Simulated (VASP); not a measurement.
# Lu3AlN4 (Pmmm) in VASP: notebook

One crystal, Lu3AlN4, is run at these levels: PBE; tasks: equation of state.

All numbers are computed with VASP 6.6.1; they aren't measurements. Logs are shortened: lines on timing, memory, paths and dates and some standing lists are left out, and cuts for length are marked.

**1. The structure**

The structure is orthorhombic, space group Pmmm (No. 47). Conventional cell: a = 3.262 Å, b = 4.703 Å, c = 6.522 Å, α = 90.00°, β = 90.00°, γ = 90.00°. Lu (site symmetry mm2) has 6 N at 2.27 to 2.35 Å as nearest neighbours. Lu (site symmetry mmm) has 6 N at 2.35 to 2.41 Å as nearest neighbours. Al (site symmetry mmm) has 6 N at 2.21 to 2.35 Å as nearest neighbours. Around N (site symmetry mmm) lie 6 Lu at 2.34 to 2.35 Å. N (site symmetry mm2) is surrounded by 2 Al at 2.21 Å and 4 Lu at 2.35 to 2.41 Å. N (site symmetry mmm) has 4 Lu at 2.27 Å and 2 Al at 2.35 Å as nearest neighbours.

The cell was built by a generator and needn't be a form met in nature.

**2. Equation of state, PBE, 12.50 Å³/atom**

INCAR

```
SYSTEM = Lu3AlN4
PREC     = Accurate       ! precision mode
ENCUT    = 520            ! plane-wave cutoff, eV
EDIFF    = 1E-6           ! SCF threshold, eV
ISMEAR   = 0              ! smearing method
SIGMA    = 0.1            ! smearing width, eV
LREAL    = .FALSE.        ! projectors in reciprocal space
LASPH    = .TRUE.         ! aspherical terms in the spheres
NELM     = 100            ! most SCF steps
ALGO     = Normal         ! electronic algorithm
ISIF     = 4              ! what is computed and relaxed
LWAVE    = .FALSE.        ! write WAVECAR
LCHARG   = .FALSE.        ! write CHGCAR
GGA      = PE             ! functional
IBRION   = 2              ! ionic algorithm
NSW      = 30             ! ionic steps
EDIFFG   = -0.02          ! ionic threshold
KPAR     = 8
```

KPOINTS

```
Automatic mesh
0
G
  10 6 6
  0 0 0
```

POSCAR

```
Lu3AlN4
1.0
    3.2617200000      0.0000000000      0.0000000000
    0.0000000000      4.7028000000      0.0000000000
    0.0000000000      0.0000000000      6.5215700000
Lu Al N
3 1 4
Direct
    0.5000000000      0.5000000000      0.2420490000
    0.0000000000      0.0000000000      0.5000000000
    0.5000000000      0.5000000000      0.7579510000
    0.0000000000      0.0000000000      0.0000000000
    0.0000000000      0.5000000000      0.5000000000
    0.5000000000      0.0000000000      0.7723660000
    0.0000000000      0.5000000000      0.0000000000
    0.5000000000      0.0000000000      0.2276340000
```

Potentials or basis: VASP PAW PBE potentials, release 64 (Lu, Al, N).

Launch:

```sh
cat potpaw_PBE.64/Lu/POTCAR potpaw_PBE.64/Al/POTCAR potpaw_PBE.64/N/POTCAR > POTCAR
mpirun -np 8 vasp_std > vasp.out
```

OUTCAR:

```text
SYSTEM = Lu3AlN4
   PREC = Accurate
   ENCUT = 520
   EDIFF = 1E-6
   ISMEAR = 0
   LREAL = .FALSE.
   LASPH = .TRUE.
   NELM = 100
   ISIF = 4
   GGA = PE
   IBRION = 2
   NSW = 30
   EDIFFG = -0.02

 ion  position               nearest neighbor table
   1  0.500  0.500  0.242-   7 2.27   7 2.27   5 2.34   5 2.34   8 2.35   8 2.35   3 3.16   4 3.27
                             4 3.27   4 3.27   4 3.27   2 3.32   2 3.32   2 3.32   2 3.32   3 3.36
   2  0.000  0.000  0.500-   5 2.35   5 2.35   8 2.41   6 2.41   6 2.41   8 2.41   4 3.26   4 3.26
                             3 3.32   3 3.32   1 3.32   3 3.32   1 3.32   1 3.32   1 3.32   3 3.32
   3  0.500  0.500  0.758-   7 2.27   7 2.27   5 2.34   5 2.34   6 2.35   6 2.35   1 3.16   4 3.27
                             4 3.27   4 3.27   4 3.27   2 3.32   2 3.32   2 3.32   2 3.32   1 3.36
   4  0.000  0.000  0.000-   6 2.21   8 2.21   6 2.21   8 2.21   7 2.35   7 2.35   2 3.26   2 3.26
                             3 3.27   1 3.27   1 3.27   3 3.27   3 3.27   1 3.27   1 3.27   3 3.27
   5  0.000  0.500  0.500-   1 2.34   3 2.34   1 2.34   3 2.34   2 2.35   2 2.35
   6  0.500  0.000  0.772-   4 2.21   4 2.21   3 2.35   3 2.35   2 2.41   2 2.41
   7  0.000  0.500  0.000-   1 2.27   3 2.27   1 2.27   3 2.27   4 2.35   4 2.35
   8  0.500  0.000  0.228-   4 2.21   4 2.21   1 2.35   1 2.35   2 2.41   2 2.41

  LATTYP: Found a simple orthorhombic cell.
 ALAT       =     3.2617200000
 B/A-ratio  =     1.4418159744
 C/A-ratio  =     1.9994266829

  Lattice vectors:

 A1 = (   3.2617200000,   0.0000000000,   0.0000000000)
 A2 = (   0.0000000000,   4.7028000000,   0.0000000000)
 A3 = (   0.0000000000,   0.0000000000,   6.5215700000)

Analysis of symmetry for initial positions (statically):
=====================================================================
 Subroutine PRICEL returns:
 Original cell was already a primitive cell.

 Routine SETGRP: Setting up the symmetry group for a
 simple orthorhombic supercell.

 Subroutine GETGRP returns: Found  8 space group operations
 (whereof  8 operations were pure point group operations)
 out of a pool of  8 trial point group operations.

The static configuration has the point symmetry D_2h.

Analysis of symmetry for dynamics (positions and initial velocities):
=====================================================================
 Subroutine PRICEL returns:
 Original cell was already a primitive cell.

 Routine SETGRP: Setting up the symmetry group for a
 simple orthorhombic supercell.

 Subroutine GETGRP returns: Found  8 space group operations
 (whereof  8 operations were pure point group operations)
 out of a pool of  8 trial point group operations.

The dynamic configuration has the point symmetry D_2h.

 Subroutine INISYM returns: Found  8 space group operations
 (whereof  8 operations are pure point group operations),
 and found     1 'primitive' translations

----------------------------------------------------------------------------------------

                                     Primitive cell

  volume of cell :     100.0358

  direct lattice vectors                    reciprocal lattice vectors
     3.261720000  0.000000000  0.000000000     0.306586709  0.000000000  0.000000000
     0.000000000  4.702800000  0.000000000     0.000000000  0.212639279  0.000000000
     0.000000000  0.000000000  6.521570000     0.000000000  0.000000000  0.153337310

  length of vectors
     3.261720000  4.702800000  6.521570000     0.306586709  0.212639279  0.153337310

  position of ions in fractional coordinates (direct lattice)
     0.500000000  0.500000000  0.242049000
     0.000000000  0.000000000  0.500000000
     0.500000000  0.500000000  0.757951000
     0.000000000  0.000000000  0.000000000
     0.000000000  0.500000000  0.500000000
     0.500000000  0.000000000  0.772366000
     0.000000000  0.500000000  0.000000000
     0.500000000  0.000000000  0.227634000

  ion indices of the primitive-cell ions
   primitive index   ion index
                 1           1
                 2           2
                 3           3
                 4           4
                 5           5
                 6           6
                 7           7
                 8           8

----------------------------------------------------------------------------------------

 KPOINTS: Automatic mesh

Automatic generation of k-mesh.
 Grid dimensions read from file:
 generate k-points for:   10    6    6

 Generating k-lattice:

  Cartesian coordinates                     Fractional coordinates (reciprocal lattice)
     0.030658671  0.000000000  0.000000000     0.100000000  0.000000000  0.000000000
     0.000000000  0.035439880  0.000000000     0.000000000  0.166666667  0.000000000
     0.000000000  0.000000000  0.025556218     0.000000000  0.000000000  0.166666667

  Length of vectors
     0.030658671  0.035439880  0.025556218

  Shift w.r.t. Gamma in fractional coordinates (k-lattice)
     0.000000000  0.000000000  0.000000000

 Subroutine IBZKPT returns following result:
 ===========================================

 Found     96 irreducible k-points:

 Following reciprocal coordinates:
            Coordinates               Weight
  0.000000  0.000000  0.000000      1.000000
  0.100000  0.000000  0.000000      2.000000
  0.200000  0.000000  0.000000      2.000000
  0.300000  0.000000  0.000000      2.000000
  0.400000  0.000000  0.000000      2.000000
  0.500000  0.000000  0.000000      1.000000
[... 16 lines left out ...]
  0.400000  0.500000  0.000000      2.000000
  0.500000  0.500000  0.000000      1.000000
 [... further k-points ...]
   k-points           NKPTS =     96   k-points in BZ     NKDIM =     96   number of bands    NBANDS=     58
   number of dos      NEDOS =    301   number of ions     NIONS =      8
   total plane-waves  NPLWV =  43200
   dimension x,y,z NGX =    24 NGY =   36 NGZ =   50
   dimension x,y,z NGXF=    48 NGYF=   72 NGZF=  100
   ions per type =               3   1   4
   NGX,Y,Z   is equivalent  to a cutoff of  12.23, 12.73, 12.75 a.u.
   NGXF,Y,Z  is equivalent  to a cutoff of  24.47, 25.45, 25.49 a.u.
 SYSTEM =  Lu3AlN4
   PREC   = accura    normal or accurate (medium, high low for compatibility)
   ISTART =      0    job   : 0-new  1-cont  2-samecut
   ICHARG =      2    charge: 1-file 2-atom 10-const
   ISPIN  =      1    spin polarized calculation?
   LNONCOLLINEAR =      F non collinear calculations
   LSORBIT =      F    spin-orbit coupling
   LASPH  =      T    aspherical Exc in radial PAW
   ENCUT  =  520.0 eV  38.22 Ry    6.18 a.u.   6.06  8.74 12.13*2*pi/ulx,y,z
   NELM   =    100;   NELMIN=  2; NELMDL= -5     # of ELM steps
   EDIFF  = 0.1E-05   stopping-criterion for ELM
   LREAL  =      F    real-space projection
   EDIFFG = -.2E-01   stopping-criterion for IOM
   NSW    =     30    number of steps for IOM
   IBRION =      2    ionic relax: 0-MD 1-quasi-New 2-CG
   NFREE  =      1    steps in history (QN), initial steepest desc. (CG)
   ISIF   =      4    stress and relaxation
   ISYM   =      2    0-nonsym 1-usesym 2-fastsym
   POTIM  = 0.5000    time-step for ionic-motion
   TEBEG  =    0.0;   TEEND  =   0.0 temperature during run
   PSTRESS=    0.0 pullay stress
   NELECT =      98.0000    total number of electrons
   NUPDOWN=      -1.0000    fix difference up-down
   EMIN   =  10.00;   EMAX   =-10.00  energy-range for DOS
   EFERMI =   0.00;   METHOD = LEGACY
   ISMEAR =     0;   SIGMA  =   0.10  broadening in eV -4-tet -1-fermi 0-gaus
   EFERMI_NEDOS =   21; number of points for ismear=-14 and -15
   IALGO  =     38    algorithm
   IMIX   =      4    mixing-type and parameters
     AMIX     =   0.40;   BMIX     =  1.00
     AMIX_MAG =   1.60;   BMIX_MAG =  1.00
  volume/ion in A,a.u.               =      12.50        84.38
  Fermi-wavevector in a.u.,A,eV,Ry     =   1.625917  3.072538 35.968450  2.643607
  Thomas-Fermi vector in A             =   2.718962
   LORBIT       =      0    0 simple, 1 ext, 2 COOP (PROOUT), +10 PAW based schemes
   GGA     = PE    functional components
   LHFCALC =     F    Hartree Fock is set to
   AEXX    =    0.0000 exact exchange contribution
   IVDW    =     0    specifies the selected vdW correction
   LEPSILON=     F    determine dielectric tensor
   LRPA    =     F    only Hartree local field effects (RPA)
 conjugate gradient relaxation of ions
 non-spin polarized calculation
 Gauss-broadening in eV      SIGMA  =   0.10
  energy-cutoff  :      520.00
  volume of cell :      100.04
 maximum number of plane-waves:      2720
   NGX = 13   NGY = 17   NGZ = 25

 number of electron      97.9999981 magnetization

 Free energy of the ion-electron system (eV)
  ---------------------------------------------------
  ext. energy  EPLUGINS =         0.00000000
  ---------------------------------------------------
  free energy    TOTEN  =       -62.28464040 eV

  energy without entropy =      -62.28443776  energy(sigma->0) =      -62.28453908

 E-fermi :   4.7591     XC(G=0): -12.3134

 val. band max:        4.6630861651   @ k =   0.0000   0.0000   0.0000
 cond. band min:       4.8502556779   @ k =   0.5000   0.0000   0.0000
 fundamental gap:      0.1871695128
 Fermi energy:         4.7591237117

 k-point     1 :       0.0000    0.0000    0.0000
  band No.  band energies     occupation
      1     -50.4019      2.00000
      2     -49.7429      2.00000
      3     -49.7176      2.00000
      4     -21.2835      2.00000
      5     -21.2658      2.00000
      6     -20.9958      2.00000
[... 50 lines left out ...]
     57      10.3138      0.00000
     58      10.6735      0.00000

 k-point     2 :       0.1000    0.0000    0.0000
  band No.  band energies     occupation
      1     -50.3996      2.00000
      2     -49.7407      2.00000
      3     -49.7153      2.00000
      4     -21.2691      2.00000
      5     -21.2573      2.00000
      6     -21.0699      2.00000
[... 1337 lines left out ...]
      2     -49.7194      2.00000
      3     -49.6938      2.00000
      4     -21.5817      2.00000
      5     -21.3654      2.00000
      6     -21.1446      2.00000
[... 50 lines left out ...]
     57      11.4787      0.00000
     58      11.6170      0.00000

 [... further k-points ...]

------------------------ aborting loop because EDIFF is reached ----------------------------------------

  FORCE on cell =-STRESS in cart. coord.  units (eV):
  Direction    XX          YY          ZZ          XY          YZ          ZX
  --------------------------------------------------------------------------------------
  -------------------------------------------------------------------------------------
  Total        0.1607033      0.1141295      0.1578791      0.0000000      0.0000000      0.0000000
  in kB        2.5738314      1.8279033      2.5285992      0.0000000      0.0000000      0.0000000
  external PRESSURE =       2.3101113 kB  Pullay stress =       0.0000000 kB

 VOLUME and BASIS-vectors are now :
 -----------------------------------------------------------------------------
  energy-cutoff  :      520.00
  volume of cell :      100.04
      direct lattice vectors                 reciprocal lattice vectors
     3.261720000  0.000000000  0.000000000     0.306586709  0.000000000  0.000000000
     0.000000000  4.702800000  0.000000000     0.000000000  0.212639279  0.000000000
     0.000000000  0.000000000  6.521570000     0.000000000  0.000000000  0.153337310

 POSITION                                       TOTAL-FORCE (eV/Angst)
 -----------------------------------------------------------------------------------
      1.63086      2.35140      1.57854         0.000000     -0.000000     -0.005615
      0.00000      0.00000      3.26078         0.000000      0.000000      0.000000
      1.63086      2.35140      4.94303         0.000000      0.000000      0.005615
      0.00000      0.00000      0.00000         0.000000      0.000000      0.000000
      0.00000      2.35140      3.26078         0.000000      0.000000      0.000000
      1.63086      0.00000      5.03704         0.000000      0.000000     -0.008838
      0.00000      2.35140      0.00000         0.000000      0.000000      0.000000
      1.63086      0.00000      1.48453         0.000000      0.000000      0.008838
 -----------------------------------------------------------------------------------
    total drift:                                0.000000     -0.000000     -0.000000

  FREE ENERGIE OF THE ION-ELECTRON SYSTEM (eV)
  ---------------------------------------------------
  free  energy   TOTEN  =       -62.2846403969 eV

  energy  without entropy=      -62.2844377565  energy(sigma->0) =      -62.28453908

 reached required accuracy - stopping structural energy minimisation
```

It took 2.6 min on 8 MPI ranks of Intel Xeon Platinum 8488C (Sapphire Rapids), shared host; peak memory 0.54 GiB.

What came out:

| Item | Value |
| --- | --- |
| Free energy | -62.2846 eV |
| Pressure | 0.2 GPa |
| Largest force | 0.009 eV/Å |
| Band gap on the k mesh | 0.19 eV, indirect (least direct gap 0.22 eV) |

Caveat: spin-orbit coupling is left out, which moves the levels of the heavy elements.

**3. Equation of state, PBE, 12.13 Å³/atom (volume scaled by 0.97)**

INCAR is that of step 2.

KPOINTS is that of step 2.

Changes to POSCAR since step 2:

```diff
@@ -2,5 +2,5 @@
 1.0
-    3.2617200000      0.0000000000      0.0000000000
-    0.0000000000      4.7028000000      0.0000000000
-    0.0000000000      0.0000000000      6.5215700000
+    3.2287710806      0.0000000000      0.0000000000
+    0.0000000000      4.6552937217      0.0000000000
+    0.0000000000      0.0000000000      6.4556910514
 Lu Al N
```

Potentials or basis: VASP PAW PBE potentials, release 64 (Lu, Al, N).

Launch:

```sh
cat potpaw_PBE.64/Lu/POTCAR potpaw_PBE.64/Al/POTCAR potpaw_PBE.64/N/POTCAR > POTCAR
mpirun -np 8 vasp_std > vasp.out
```

It took 4.6 min on 8 MPI ranks of Intel Xeon Platinum 8488C (Sapphire Rapids), shared host; peak memory 0.53 GiB.

The run converged. Its results:

- Free energy: -62.2279 eV
- Pressure: 5.8 GPa
- Largest force: 0.018 eV/Å
- Band gap on the k mesh: 0.07 eV, indirect (least direct gap 0.10 eV)

Caveat: spin-orbit coupling is left out, which moves the levels of the heavy elements.

**4. Equation of state, PBE, 12.88 Å³/atom (volume scaled by 1.03)**

INCAR is that of step 3.

KPOINTS is that of step 3.

Changes to POSCAR since step 3:

```diff
@@ -2,5 +2,5 @@
 1.0
-    3.2287710806      0.0000000000      0.0000000000
-    0.0000000000      4.6552937217      0.0000000000
-    0.0000000000      0.0000000000      6.4556910514
+    3.2940163578      0.0000000000      0.0000000000
+    0.0000000000      4.7493654046      0.0000000000
+    0.0000000000      0.0000000000      6.5861441996
 Lu Al N
```

Launch:

```sh
cat potpaw_PBE.64/Lu/POTCAR potpaw_PBE.64/Al/POTCAR potpaw_PBE.64/N/POTCAR > POTCAR
mpirun -np 8 vasp_std > vasp.out
```

It took 5.6 min on 8 MPI ranks of Intel Xeon Platinum 8488C (Sapphire Rapids), shared host; peak memory 0.56 GiB.

The run converged. Its results:

| Quantity | Value |
| --- | --- |
| Free energy | -62.2411 eV |
| Pressure | -4.9 GPa |
| Largest force | 0.008 eV/Å |
| Band gap on the k mesh | 0.30 eV, indirect (least direct gap 0.34 eV) |

Caveat: spin-orbit coupling is left out, which moves the levels of the heavy elements.

**5. Equation of state, PBE, 11.75 Å³/atom (volume scaled by 0.94)**

INCAR is that of step 4.

KPOINTS is that of step 4.

Changes to POSCAR since step 4:

```diff
@@ -2,5 +2,5 @@
 1.0
-    3.2940163578      0.0000000000      0.0000000000
-    0.0000000000      4.7493654046      0.0000000000
-    0.0000000000      0.0000000000      6.5861441996
+    3.1951356025      0.0000000000      0.0000000000
+    0.0000000000      4.6067975521      0.0000000000
+    0.0000000000      0.0000000000      6.3884393790
 Lu Al N
```

Launch:

```sh
cat potpaw_PBE.64/Lu/POTCAR potpaw_PBE.64/Al/POTCAR potpaw_PBE.64/N/POTCAR > POTCAR
mpirun -np 8 vasp_std > vasp.out
```

Wall time 4.8 min (8 MPI ranks of Intel Xeon Platinum 8488C (Sapphire Rapids), shared host); peak memory 0.52 GiB.

Results (log left out):

```yaml
Free_energy: -62.0543 eV
Pressure: 12.5 GPa
Largest_force: 0.013 eV/Å
Band_gap_on_the_k_mesh: none (metal or under the smearing width)
```

**6. Equation of state, PBE, 13.25 Å³/atom (volume scaled by 1.06)**

INCAR is that of step 5.

KPOINTS is that of step 5.

Changes to POSCAR since step 5:

```diff
@@ -2,5 +2,5 @@
 1.0
-    3.1951356025      0.0000000000      0.0000000000
-    0.0000000000      4.6067975521      0.0000000000
-    0.0000000000      0.0000000000      6.3884393790
+    3.3256915352      0.0000000000      0.0000000000
+    0.0000000000      4.7950351813      0.0000000000
+    0.0000000000      0.0000000000      6.6494763943
 Lu Al N
```

Potentials or basis: VASP PAW PBE potentials, release 64 (Lu, Al, N).

Launch:

```sh
cat potpaw_PBE.64/Lu/POTCAR potpaw_PBE.64/Al/POTCAR potpaw_PBE.64/N/POTCAR > POTCAR
mpirun -np 8 vasp_std > vasp.out
```

Wall time 5.7 min (8 MPI ranks of Intel Xeon Platinum 8488C (Sapphire Rapids), shared host); peak memory 0.58 GiB.

Results (log left out):

```
Free energy            : -62.1114 eV
Pressure               : -9.1 GPa
Largest force          : 0.015 eV/Å
Band gap on the k mesh : 0.40 eV, indirect (least direct gap 0.44 eV)
```

Caveat: spin-orbit coupling is left out, which moves the levels of the heavy elements.
